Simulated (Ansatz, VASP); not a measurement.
**KNa3Ge: VASP beside Ansatz**

```
CELL_PARAMETERS angstrom
5.79283 0.00000 0.00000
0.00000 5.79283 0.00000
0.00000 0.00000 5.79283
ATOMIC_POSITIONS crystal
K 0.00000 0.00000 0.00000
Na 0.00000 0.50000 0.50000
Na 0.50000 0.00000 0.50000
Na 0.50000 0.50000 0.00000
Ge 0.50000 0.50000 0.50000
```

Alike in both runs: functional PBE; k mesh 8 × 8 × 8; occupations gaussian, width 0.1 eV; no spin polarisation.

Ansatz relaxed the structure, and its values are those at the end. VASP's run is a single point on that final structure, the one shown.

|  | VASP | Ansatz |
| --- | --- | --- |
| version | VASP 6.6.1 | Ansatz 0.2.0 |
| potentials or method | VASP PAW PBE potentials, release 64 (K_sv, Na_pv, Ge_d) | scalar-relativistic, plane waves, PAW |
| plane-wave cutoff (eV) | 520 | 420 |
| valence electrons in the cell | 44 | 50 |

```tsv
	VASP	Ansatz	Ansatz less VASP
gap on the k mesh at the Fermi level (eV)	none	none	-
pressure (GPa)	0.0	0.0	0.00
```

A gap of «none» marks a metal or a gap that the smearing closes. The two sets of potentials don't hold the same shells in valence.
